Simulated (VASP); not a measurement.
Consider the following.

```
CdSe
1.0
    0.00000     3.09398     3.09398
    3.09398     0.00000     3.09398
    3.09398     3.09398     0.00000
Cd Se
1 1
Cartesian
  0.00000   0.00000   0.00000
  1.54699   1.54699   1.54699
```

Level of theory: MS2 meta-GGA, VASP's PBE PAW potentials (set 64) (plane waves; VASP). Settings: 520 eV cut-off, 8×8×8 Γ-centred mesh, Gaussian smearing of 0.050 eV, potentials Cd Se.

Question: Give the stress tensor in GPa (positive for a compressed cell).

Answer: 
```
-1.38   0.00   0.00
 0.00  -1.38   0.00
 0.00   0.00  -1.38
```
The pressure is its mean diagonal, -1.38 GPa.

The compound is CdSe in the zinc blende structure, whereas wurtzite is the usual form. This cell is one point of a volume scan, at 1.03 of the reference volume.
